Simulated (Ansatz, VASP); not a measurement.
# AlH3: VASP beside Ansatz, part 2 of 3

Wanted: the spread between two codes on one cell, functional and k mesh. The cell is taken from a series of runs on this material, whose earlier steps may have relaxed, scaled, displaced or heated it; both programs get it as it stands.

VASP 6.6.1 and Ansatz 0.2.0.

So far: Set-up; Ansatz: dielectric response, LDA.

## 3. VASP: dielectric response, LDA

Level of this step: LDA; plane waves and PAW (Al, H) (VASP).

The same cell, functional (in two slightly different forms) and mesh now go to VASP, with its own data sets.

Lines of VASP's logs that name or quote its potential files are left out, and so is its time.

Contents of INCAR:

```
SYSTEM = AlH3
PREC = Accurate
ENCUT = 400
EDIFF = 1E-08
NELM = 120
ISMEAR = 0
SIGMA = 0.01
LREAL = .FALSE.
ALGO = Normal
GGA = CA
NBANDS = 28
LORBIT = 11
LWAVE = .FALSE.
LCHARG = .FALSE.
ISIF = 2
LEPSILON = .TRUE.
LASPH = .TRUE.
GGA_COMPAT = .FALSE.
EFERMI = MIDGAP
KPAR = 4
```

Contents of POSCAR:

```
AlH3
1.0
    0.0000000000      4.4893505500      4.4893505500
    4.4893505500      0.0000000000      4.4893505500
    4.4893505500      4.4893505500      0.0000000000
Al H
4 12
Direct
    0.6250000000      0.1250000000      0.1250000000
    0.1250000000      0.6250000000      0.1250000000
    0.1250000000      0.1250000000      0.6250000000
    0.1250000000      0.1250000000      0.1250000000
    0.8050904100      0.8050904100      0.1949095900
    0.1949095900      0.1949095900      0.8050904100
    0.8050904100      0.1949095900      0.8050904100
    0.1949095900      0.8050904100      0.1949095900
    0.1949095900      0.8050904100      0.8050904100
    0.8050904100      0.1949095900      0.1949095900
    0.4449095900      0.4449095900      0.0550904100
    0.0550904100      0.0550904100      0.4449095900
    0.4449095900      0.0550904100      0.4449095900
    0.0550904100      0.4449095900      0.0550904100
    0.0550904100      0.4449095900      0.4449095900
    0.4449095900      0.0550904100      0.0550904100
```

Contents of KPOINTS:

```
Automatic mesh
0
Gamma
4 4 4
0 0 0
```

PAW data sets: Al and H (LDA family, release 64).

The run is started by

```sh
> mpirun -np 4 vasp_std
```

What it wrote:

```text
[banner, memory and clock lines left out]
running    4 mpi-ranks, on    1 nodes
 distrk:  each k-point on    1 cores,    4 groups
 distr:  one band on    1 cores,    1 groups

 POSCAR found type information on POSCAR AlH
 POSCAR found :  2 types and      16 ions
 LDA part: xc-table for (Slater(with rela. corr.)+CA(PZ))
 , standard interpolation
 POSCAR, INCAR and KPOINTS ok, starting setup
 FFT: planning ... GRIDC
 FFT: planning ... GRID_SOFT
 FFT: planning ... GRID
 WAVECAR not read
 entering main loop
       N       E                     dE             d eps       ncg     rms          rms(c)
DAV:   1     0.109229030721E+02    0.10923E+02   -0.72756E+03   448   0.543E+02
DAV:   2    -0.583222911807E+02   -0.69245E+02   -0.66711E+02   580   0.109E+02
DAV:   3    -0.623652648161E+02   -0.40430E+01   -0.40243E+01   548   0.261E+01
DAV:   4    -0.624168788654E+02   -0.51614E-01   -0.51605E-01   612   0.325E+00
DAV:   5    -0.624180603397E+02   -0.11815E-02   -0.11815E-02   584   0.444E-01    0.117E+01
DAV:   6    -0.597903613852E+02    0.26277E+01   -0.11708E+00   520   0.380E+00    0.615E+00
DAV:   7    -0.585960681047E+02    0.11943E+01   -0.19718E+00   516   0.509E+00    0.864E-01
DAV:   8    -0.585967501796E+02   -0.68207E-03   -0.65066E-02   540   0.996E-01    0.329E-01
DAV:   9    -0.586008664521E+02   -0.41163E-02   -0.80826E-03   496   0.326E-01    0.167E-01
DAV:  10    -0.586015784576E+02   -0.71201E-03   -0.12870E-03   528   0.129E-01    0.273E-02
DAV:  11    -0.586016677497E+02   -0.89292E-04   -0.98308E-05   536   0.352E-02    0.188E-02
DAV:  12    -0.586016786470E+02   -0.10897E-04   -0.15401E-05   508   0.133E-02    0.192E-03
DAV:  13    -0.586016790429E+02   -0.39585E-06   -0.87907E-07   576   0.350E-03    0.656E-04
DAV:  14    -0.586016791570E+02   -0.11412E-06   -0.80298E-08   504   0.108E-03    0.421E-04
DAV:  15    -0.586016791558E+02    0.11929E-08   -0.45676E-09   464   0.278E-04
   1 F= -.58601679E+02 E0= -.58601679E+02  d E =0.000000E+00
 Linear response reoptimize wavefunctions to high precision
DAV:   1    -0.586016791559E+02   -0.89472E-10   -0.81370E-10   404   0.127E-04
 Linear response G [H, r] |phi>, progress :
  Direction:   1
       N       E                     dE             d eps       ncg     rms
RMM:   1    -0.105830932060E+03   -0.10583E+03    0.16890E+02  1158   0.463E+01
RMM:   2    -0.883156311954E+02    0.17515E+02   -0.15787E+01   756   0.165E+01
RMM:   3    -0.883318901034E+02   -0.16259E-01   -0.30131E-01   767   0.215E+00
RMM:   4    -0.883323050737E+02   -0.41497E-03   -0.14491E-02   809   0.432E-01
RMM:   5    -0.883324144877E+02   -0.10941E-03   -0.10086E-03   799   0.102E-01
RMM:   6    -0.883324185871E+02   -0.40994E-05   -0.16617E-04   842   0.292E-02
RMM:   7    -0.883324185918E+02   -0.47758E-08   -0.70612E-05   851   0.109E-02
RMM:   8    -0.883324186717E+02   -0.79876E-07   -0.62074E-05   869   0.567E-03
RMM:   9    -0.883324186928E+02   -0.21117E-07   -0.60476E-05   831   0.426E-03
RMM:  10    -0.883324186845E+02    0.83609E-08   -0.55167E-05   798   0.382E-03
RMM:  11    -0.883324185679E+02    0.11657E-06    0.26322E-07   739   0.366E-03
RMM:  12    -0.883324184119E+02    0.15595E-06   -0.26262E-04   686   0.361E-03
RMM:  13    -0.883324185568E+02   -0.14482E-06   -0.37920E-05   650   0.359E-03
 Linear response G [H, r] |phi>, progress :
  Direction:   2
       N       E                     dE             d eps       ncg     rms
RMM:   1    -0.101253324852E+03   -0.10125E+03    0.22276E+02  1160   0.464E+01
RMM:   2    -0.871146819973E+02    0.14139E+02   -0.16189E+01   751   0.166E+01
RMM:   3    -0.871233306168E+02   -0.86486E-02   -0.31181E-01   764   0.217E+00
RMM:   4    -0.871233359896E+02   -0.53728E-05   -0.15108E-02   814   0.442E-01
RMM:   5    -0.871234472563E+02   -0.11127E-03   -0.10014E-03   795   0.102E-01
RMM:   6    -0.871234512770E+02   -0.40207E-05   -0.14870E-04   843   0.287E-02
RMM:   7    -0.871234513836E+02   -0.10654E-06   -0.53138E-05   852   0.103E-02
RMM:   8    -0.871234515297E+02   -0.14614E-06   -0.44945E-05   876   0.507E-03
RMM:   9    -0.871234515402E+02   -0.10497E-07   -0.43601E-05   839   0.363E-03
RMM:  10    -0.871234516752E+02   -0.13499E-06   -0.46066E-05   796   0.318E-03
RMM:  11    -0.871234517167E+02   -0.41484E-07   -0.50925E-05   733   0.303E-03
RMM:  12    -0.871234518267E+02   -0.11005E-06   -0.49585E-05   670   0.298E-03
RMM:  13    -0.871234513432E+02    0.48351E-06   -0.21362E-05   656   0.295E-03
 Linear response G [H, r] |phi>, progress :
  Direction:   3
       N       E                     dE             d eps       ncg     rms
RMM:   1    -0.101178452761E+03   -0.10118E+03    0.15816E+02  1121   0.445E+01
RMM:   2    -0.915809833408E+02    0.95975E+01   -0.14177E+01   739   0.153E+01
RMM:   3    -0.915685150676E+02    0.12468E-01   -0.27064E-01   767   0.196E+00
RMM:   4    -0.915683036181E+02    0.21145E-03   -0.12869E-02   788   0.390E-01
RMM:   5    -0.915684086339E+02   -0.10502E-03   -0.93107E-04   791   0.930E-02
RMM:   6    -0.915684119900E+02   -0.33561E-05   -0.10718E-04   823   0.269E-02
RMM:   7    -0.915684122558E+02   -0.26572E-06   -0.16437E-05   830   0.104E-02
RMM:   8    -0.915684124245E+02   -0.16874E-06   -0.11400E-05   848   0.562E-03
RMM:   9    -0.915684124580E+02   -0.33497E-07   -0.10415E-05   824   0.433E-03
[...]
change of polarisation eV/A/(eV/A) component  1 :     2.849    -0.171    -0.155
 dielectric tensor                  component  1 :     3.849    -0.171    -0.155
 Linear response to external field (no local field effect), progress :
  Direction:   2
       N       E                     dE             d eps       ncg     rms          rms(c)
RMM:   1    -0.133243819075E+01   -0.13324E+01   -0.31028E+00  1012   0.310E+00
RMM:   2    -0.135683922152E+01   -0.24401E-01   -0.15994E-02   749   0.565E-01
RMM:   3    -0.135702525131E+01   -0.18603E-03   -0.33863E-04   767   0.795E-02
RMM:   4    -0.135702933513E+01   -0.40838E-05   -0.13339E-05   776   0.161E-02
RMM:   5    -0.135702949657E+01   -0.16145E-06   -0.82906E-07   795   0.365E-03
RMM:   6    -0.135702950722E+01   -0.10654E-07   -0.20798E-07   797   0.102E-03
RMM:   7    -0.135702950787E+01   -0.64435E-09   -0.16078E-07   806   0.414E-04
RMM:   8    -0.135702950795E+01   -0.84778E-10   -0.15725E-07   753   0.262E-04
RMM:   9    -0.135702950797E+01   -0.14957E-10   -0.15712E-07   665   0.229E-04
RMM:  10    -0.135702950797E+01   -0.82601E-13   -0.15798E-07   603   0.223E-04
RMM:  11    -0.135702950798E+01   -0.84472E-11   -0.16507E-07   568   0.223E-04
RMM:  12    -0.135702950804E+01   -0.65917E-10   -0.22146E-07   553   0.223E-04
 change of polarisation eV/A/(eV/A) component  2 :    -0.171     2.714     0.155
 dielectric tensor                  component  2 :    -0.171     3.714     0.155
 Linear response to external field (no local field effect), progress :
  Direction:   3
       N       E                     dE             d eps       ncg     rms          rms(c)
RMM:   1    -0.152957203304E+01   -0.15296E+01   -0.38840E+00   987   0.318E+00
RMM:   2    -0.155495861294E+01   -0.25387E-01   -0.17286E-02   752   0.568E-01
RMM:   3    -0.155515952137E+01   -0.20091E-03   -0.36280E-04   753   0.797E-02
RMM:   4    -0.155516378976E+01   -0.42684E-05   -0.13510E-05   762   0.160E-02
RMM:   5    -0.155516395130E+01   -0.16154E-06   -0.69504E-07   777   0.350E-03
RMM:   6    -0.155516396092E+01   -0.96142E-08   -0.86785E-08   777   0.995E-04
 change of polarisation eV/A/(eV/A) component  3 :    -0.155     0.155     3.110
 dielectric tensor                  component  3 :    -0.155     0.155     4.110
 Linear response to external field, progress :
  Direction:   1
       N       E                     dE             d eps       ncg     rms          rms(c)
RMM:   1    -0.141964278626E+01   -0.14196E+01   -0.34539E+00  1627   0.314E+00
RMM:   2    -0.144541392883E+01   -0.25771E-01   -0.16735E-02  1219   0.568E-01    0.178E+00
RMM:   3    -0.138318606833E+01    0.62228E-01   -0.28870E-02  1212   0.531E-01    0.994E-01
RMM:   4    -0.143289400864E+01   -0.49708E-01   -0.48068E-02  1238   0.690E-01    0.138E-01
RMM:   5    -0.144234656374E+01   -0.94526E-02   -0.12701E-03  1253   0.135E-01    0.240E-02
RMM:   6    -0.144320296828E+01   -0.85640E-03   -0.54780E-05  1280   0.245E-02    0.124E-02
RMM:   7    -0.144328705885E+01   -0.84091E-04   -0.11831E-05  1197   0.122E-02    0.300E-03
RMM:   8    -0.144331840479E+01   -0.31346E-04   -0.11396E-06  1311   0.369E-03    0.126E-03
RMM:   9    -0.144331694092E+01    0.14639E-05   -0.31825E-07  1357   0.128E-03    0.237E-04
RMM:  10    -0.144330980054E+01    0.71404E-05   -0.12198E-07  1389   0.382E-04    0.185E-04
RMM:  11    -0.144330865809E+01    0.11424E-05   -0.13031E-07  1338   0.323E-04    0.192E-05
RMM:  12    -0.144330842911E+01    0.22898E-06   -0.12906E-07  1238   0.214E-04    0.871E-06
 change of polarisation eV/A/(eV/A) component  1 :     2.653    -0.157    -0.076
 dielectric tensor                  component  1 :     3.653    -0.157    -0.076
 Linear response to external field, progress :
  Direction:   2
       N       E                     dE             d eps       ncg     rms          rms(c)
RMM:   1    -0.141953198980E+01   -0.14195E+01   -0.34528E+00  1624   0.315E+00
RMM:   2    -0.144541372357E+01   -0.25882E-01   -0.16764E-02  1222   0.571E-01    0.178E+00
RMM:   3    -0.138318733999E+01    0.62226E-01   -0.28886E-02  1218   0.531E-01    0.994E-01
RMM:   4    -0.143289315939E+01   -0.49706E-01   -0.48051E-02  1241   0.690E-01    0.138E-01
RMM:   5    -0.144236572102E+01   -0.94726E-02   -0.12740E-03  1255   0.136E-01    0.239E-02
RMM:   6    -0.144320296415E+01   -0.83724E-03   -0.55258E-05  1283   0.246E-02    0.124E-02
RMM:   7    -0.144328817877E+01   -0.85215E-04   -0.11892E-05  1198   0.123E-02    0.303E-03
RMM:   8    -0.144331866704E+01   -0.30488E-04   -0.11349E-06  1310   0.373E-03    0.129E-03
RMM:   9    -0.144331785081E+01    0.81624E-06   -0.29091E-07  1350   0.131E-03    0.234E-04
RMM:  10    -0.144331101095E+01    0.68399E-05   -0.86538E-08  1385   0.384E-04    0.186E-04
RMM:  11    -0.144330958651E+01    0.14244E-05   -0.97131E-08  1351   0.328E-04    0.196E-05
RMM:  12    -0.144330928700E+01    0.29951E-06   -0.91379E-08  1221   0.218E-04    0.889E-06
 change of polarisation eV/A/(eV/A) component  2 :    -0.084     2.653     0.076
 dielectric tensor                  component  2 :    -0.084     3.653     0.076
 Linear response to external field, progress :
  Direction:   3
       N       E                     dE             d eps       ncg     rms          rms(c)
RMM:   1    -0.141949512089E+01   -0.14195E+01   -0.34524E+00  1627   0.315E+00
RMM:   2    -0.144541336159E+01   -0.25918E-01   -0.16773E-02  1219   0.570E-01    0.178E+00
RMM:   3    -0.138318662115E+01    0.62227E-01   -0.28882E-02  1218   0.531E-01    0.994E-01
RMM:   4    -0.143289720423E+01   -0.49711E-01   -0.48076E-02  1242   0.690E-01    0.138E-01
RMM:   5    -0.144236177329E+01   -0.94646E-02   -0.12736E-03  1253   0.136E-01    0.239E-02
RMM:   6    -0.144320297861E+01   -0.84121E-03   -0.55358E-05  1278   0.247E-02    0.124E-02
RMM:   7    -0.144328549379E+01   -0.82515E-04   -0.11891E-05  1200   0.123E-02    0.303E-03
RMM:   8    -0.144331713167E+01   -0.31638E-04   -0.11159E-06  1304   0.373E-03    0.129E-03
RMM:   9    -0.144331613454E+01    0.99713E-06   -0.27631E-07  1363   0.132E-03    0.236E-04
RMM:  10    -0.144330920786E+01    0.69267E-05   -0.76121E-08  1379   0.391E-04    0.186E-04
RMM:  11    -0.144330773976E+01    0.14681E-05   -0.82071E-08  1349   0.335E-04    0.200E-05
RMM:  12    -0.144330744280E+01    0.29695E-06   -0.65608E-08  1224   0.225E-04    0.896E-06
 change of polarisation eV/A/(eV/A) component  3 :    -0.005    -0.004     2.653
 dielectric tensor                  component  3 :    -0.005    -0.004     3.653
 Born effective charges drift removed
```

(Part 2 of 3 ends here.)

[Lines on the potential files, build, host, timing and source positions are cut from VASP's logs without a mark.]

[Logs are printed without paths, hosts, clocks, repeated set-up lines and the standing remarks that a program may print on its own settings, such as how far it seeks lower states.]

[Hosts, paths, dates, database ids (printed as entryN), source tags and the programs' standing remarks are cut or masked in the printed files.]
